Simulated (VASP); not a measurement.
A convergence study with VASP on GaN (zinc blende): one setting is varied, all else stays as given below, so the limit is that of these other settings. Each run relaxes cell and ions from the cell shown.

```
GaN
1.0
    0.00000     2.26000     2.26000
    2.26000     0.00000     2.26000
    2.26000     2.26000     0.00000
Ga N
1 1
Direct
  0.00000   0.00000   0.00000
  0.25000   0.25000   0.25000
```

Level of theory: LDA (Ceperley-Alder, Perdew-Zunger), VASP's LDA PAW potentials (set 64) (plane waves; VASP 6.6.1). The tightest run used: 700 eV cut-off, 14×14×14 Γ-centred mesh, Gaussian smearing of 0.050 eV, potentials Ga_d N.

Gaps are read on the run's mesh, which can miss a band edge.

Q: The settings run are 2×2×2 mesh; 3×3×3 mesh; 4×4×4 mesh; 5×5×5 mesh; 6×6×6 mesh; 7×7×7 mesh; 8×8×8 mesh; 9×9×9 mesh; 10×10×10 mesh; 11×11×11 mesh; 12×12×12 mesh; 13×13×13 mesh; 14×14×14 mesh. From which on does the relaxed volume stay within 0.05 Å³/atom of the tightest run?

A: From 3×3×3 mesh on: it is off by 0.020 there and by no more than 0.05 in any finer run, while 2×2×2 mesh is off by 0.191.
```json
[
 {"setting": "2×2×2 mesh", "relaxed volume (Å³/atom)": "11.302", "E (eV/atom)": "-6.0916", "gap on the mesh (eV)": "1.520", "irreducible k-points": "3", "difference judged (Å³/atom)": "0.191"},
 {"setting": "3×3×3 mesh", "relaxed volume (Å³/atom)": "11.132", "E (eV/atom)": "-6.8214", "gap on the mesh (eV)": "1.844", "irreducible k-points": "4", "difference judged (Å³/atom)": "0.020"},
 {"setting": "4×4×4 mesh", "relaxed volume (Å³/atom)": "11.109", "E (eV/atom)": "-6.9412", "gap on the mesh (eV)": "1.917", "irreducible k-points": "8", "difference judged (Å³/atom)": "0.003"},
 {"setting": "5×5×5 mesh", "relaxed volume (Å³/atom)": "11.108", "E (eV/atom)": "-6.9657", "gap on the mesh (eV)": "1.935", "irreducible k-points": "10", "difference judged (Å³/atom)": "0.004"},
 {"setting": "6×6×6 mesh", "relaxed volume (Å³/atom)": "11.109", "E (eV/atom)": "-6.9715", "gap on the mesh (eV)": "1.939", "irreducible k-points": "16", "difference judged (Å³/atom)": "0.002"},
 {"setting": "7×7×7 mesh", "relaxed volume (Å³/atom)": "11.110", "E (eV/atom)": "-6.9730", "gap on the mesh (eV)": "1.940", "irreducible k-points": "20", "difference judged (Å³/atom)": "0.001"},
 {"setting": "8×8×8 mesh", "relaxed volume (Å³/atom)": "11.111", "E (eV/atom)": "-6.9735", "gap on the mesh (eV)": "1.940", "irreducible k-points": "29", "difference judged (Å³/atom)": "0.000"},
 {"setting": "9×9×9 mesh", "relaxed volume (Å³/atom)": "11.111", "E (eV/atom)": "-6.9737", "gap on the mesh (eV)": "1.940", "irreducible k-points": "35", "difference judged (Å³/atom)": "0.000"},
 {"setting": "10×10×10 mesh", "relaxed volume (Å³/atom)": "11.111", "E (eV/atom)": "-6.9737", "gap on the mesh (eV)": "1.940", "irreducible k-points": "47", "difference judged (Å³/atom)": "0.000"},
 {"setting": "11×11×11 mesh", "relaxed volume (Å³/atom)": "11.112", "E (eV/atom)": "-6.9737", "gap on the mesh (eV)": "1.940", "irreducible k-points": "56", "difference judged (Å³/atom)": "0.000"},
 {"setting": "12×12×12 mesh", "relaxed volume (Å³/atom)": "11.112", "E (eV/atom)": "-6.9737", "gap on the mesh (eV)": "1.940", "irreducible k-points": "72", "difference judged (Å³/atom)": "0.000"},
 {"setting": "13×13×13 mesh", "relaxed volume (Å³/atom)": "11.112", "E (eV/atom)": "-6.9738", "gap on the mesh (eV)": "1.940", "irreducible k-points": "84", "difference judged (Å³/atom)": "0.000"},
 {"setting": "14×14×14 mesh", "relaxed volume (Å³/atom)": "11.112", "E (eV/atom)": "-6.9737", "gap on the mesh (eV)": "1.940", "irreducible k-points": "104", "difference judged (Å³/atom)": "0.000"}
]
```

Left out are rungs that failed or repeat a setting and relaxations that didn't move; long series are thinned to 24 rows.

The compound is GaN in the zinc blende structure, a metastable form; wurtzite is the usual one.
